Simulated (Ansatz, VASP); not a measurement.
TaH3Br2: VASP beside Ansatz

INCAR

```
PREC = Accurate ; ENCUT = 520
EDIFF = 1E-6 ; ISMEAR = 0
SIGMA = 0.1 ; LREAL = F
LASPH = T ; NELM = 80
ALGO = Normal ; ISIF = 2
LWAVE = F ; LCHARG = F
GGA = PE ; NBANDS = 23
```

Contents of KPOINTS:

```
regular mesh
0
Gamma
  6 6 2
```

POSCAR

```
TaH3Br2
1.0
    3.4577954500      0.0000000000      0.0000000000
    0.0000000000      3.4577954500      0.0000000000
    0.0000000000      0.0000000000     10.9491566500
Ta H Br
1 3 2
Direct
    0.0000000000      0.0000000000      0.0000000000
    0.5000000000      0.5000000000      0.1787200000
    0.5000000000      0.5000000000      0.5000000000
    0.5000000000      0.5000000000      0.8212800000
    0.0000000000      0.0000000000      0.3334420000
    0.0000000000      0.0000000000      0.6665580000
```

Input for Ansatz:

```yaml
crystal:
  lattice:
    - [3.45779545, 0.0, 0.0]
    - [0.0, 3.45779545, 0.0]
    - [0.0, 0.0, 10.94915665]
  atoms:
    - { symbol: Ta, position: [0.0, 0.0, 0.0] }
    - { symbol: H, position: [0.5, 0.5, 0.17872] }
    - { symbol: H, position: [0.5, 0.5, 0.5] }
    - { symbol: H, position: [0.5, 0.5, 0.82128] }
    - { symbol: Br, position: [0.0, 0.0, 0.333442] }
    - { symbol: Br, position: [0.0, 0.0, 0.666558] }
basis:
  ecutwfc: 420
kpoints:
  mp_grid: { grid: [6, 6, 2] }
hamiltonian:
  xc: pbe
scf:
  occupations: { method: gaussian, width: 0.1 }
  lower_state_search: "off"
output:
  forces: true
  stress: true
  eigenvalues: true
```

Change from the starting cell: species swapped into the Pr3MgAl2 type (P4/mmm, No. 123).

Alike in both runs: task single point; functional PBE; k mesh 6 × 6 × 2; occupations gaussian, width 0.1 eV; no spin polarisation.

```csv
,VASP,Ansatz
version,VASP 6.6.1,Ansatz 0.2.0
potentials or method,"VASP PAW PBE potentials, release 64 (Ta_pv, H, Br)","scalar-relativistic, plane waves, PAW"
plane-wave cutoff (eV),520,420
valence electrons in the cell,28,30
```

Ansatz gave:

* gap on the k mesh at the Fermi level (eV): none
* pressure (GPa): -13.8
* largest component of the traceless stress (GPa): 2.78
* rms of the force components (eV/Å): 0.481

Question: Estimate VASP's values.

Answer: gap on the k mesh at the Fermi level (eV): none; pressure (GPa): -13.8; largest component of the traceless stress (GPa): 2.76; rms of the force components (eV/Å): 0.481.

Atom by atom the forces differ by 0.001 eV/Å (rms over components). A gap of «none» marks a metal or a gap that the smearing closes. With one functional, cell and mesh, what is left measures potentials, basis and numerics. The two sets of potentials don't hold the same shells in valence.

Caveats: forces of over 1 eV/Å show positions far from the minimum, so gaps and moduli don't describe the material at rest. Spin-orbit coupling is left out, which matters for the levels of Ta.
